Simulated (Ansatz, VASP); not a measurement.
# One calculation of TlPt, two programs

```
Tl Pt
1.0
     5.60500    0.00000    0.00000
    -2.80250    4.85407    0.00000
     0.00000    0.00000    4.63900
Tl Pt
3 3
Direct
  0.00000 0.50000 0.00000
  0.50000 0.50000 0.00000
  0.50000 0.00000 0.00000
  0.66667 0.33333 0.50000
  0.33333 0.66667 0.50000
  0.00000 0.00000 0.00000
```

Alike in both runs: task single point; functional PBE; k mesh 6 × 6 × 6; occupations fermi-dirac, width 0.05 eV; no spin polarisation.

|  | VASP | Ansatz |
| --- | --- | --- |
| version | VASP 6.6.1 | Ansatz 0.2.0 |
| potentials or method | VASP PAW PBE potentials, release 64 (Tl_d, Pt) | Ansatz PAW |
| plane-wave cutoff (eV) | 520 | 420 |
| valence electrons in the cell | 69 | 93 |

```tsv
	VASP	Ansatz	Ansatz less VASP
gap on the k mesh at the Fermi level (eV)	none	none	-
pressure (GPa)	13.3	13.3	-0.04
largest component of the traceless stress (GPa)	9.23	9.24	+0.010
```

A gap of «none» marks a metal or a gap that the smearing closes. The two sets of potentials don't hold the same shells in valence.

The runs have no spin-orbit coupling, so splittings on Pt, Tl are missing.
